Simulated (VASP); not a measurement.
## Hf: stress against strain

Hf (hcp, P6_3/mmc, 22.443 Å³/atom and stress up to 0.08 GPa in the relaxed cell, c along z) under a strain ε along c (axis z), the other axes held. PBE in VASP (plane waves, PAW), 480 eV, 18×18×10 Γ-centred mesh, Methfessel-Paxton smearing 0.10 eV; ions are relaxed, or left where forces stay under 0.02 eV/Å, within the symmetry of each cell. Stress is positive for a compressed cell.

Here s stands for strain and y for stress zz.

| strain (%) | stress zz (GPa) |
|---|---|
| -1.50 | 3.16 |
| -1.00 | 2.05 |
| -0.50 | 0.96 |
| 0.00 | -0.08 |
| 0.50 | -1.07 |
| 1.00 | -2.00 |
| 1.50 | -2.88 |
| 3.00 | ? |

Taking a straight line for y over the 7 complete rows: Means: s 0, y 0.020. About the means, the sum of products is -14.125 and the sum of squares of s is 7.0000; the slope is their ratio. Least squares gives y = 0.020 - 2.0179·s. Residuals (row less fit): 0.113, 0.012, -0.069, -0.100, -0.081, -0.002, 0.127; standard error 0.100 (degrees of freedom: 5). The slope gives the elastic constant C33 = about 200 GPa.

Q: What does the fit predict for y at s = 3.00, and how far is the calculated value from it?

A: y = 0.020 - 2.0179 × 3.0 = -6.034 GPa. The calculation gives -5.46 GPa, 0.574 GPa above the prediction (6.7 % of the range of y in the table). The row lies outside the fitted rows, so this is an extrapolation. From the scatter of the fitted rows alone, a prediction at this place has a standard error of 0.156 GPa, so the miss is 3.7 times that.

A polynomial of degree 2 through the 12 other runs of the series gives -5.41 there, so most of the miss is curvature that the fit leaves out. In a metal these values are sensitive to mesh and smearing; energies are taken to zero smearing, stresses follow the free energy. Rows are the converged runs of the series near zero and its far end; series whose fitted rows scatter by over a few per cent of the range, as at a crossing or softening among them, aren't shown in this form, nor equations of state whose B0' disagrees with the runs' pressures. Most that stay on the fit to the last digits aren't either.
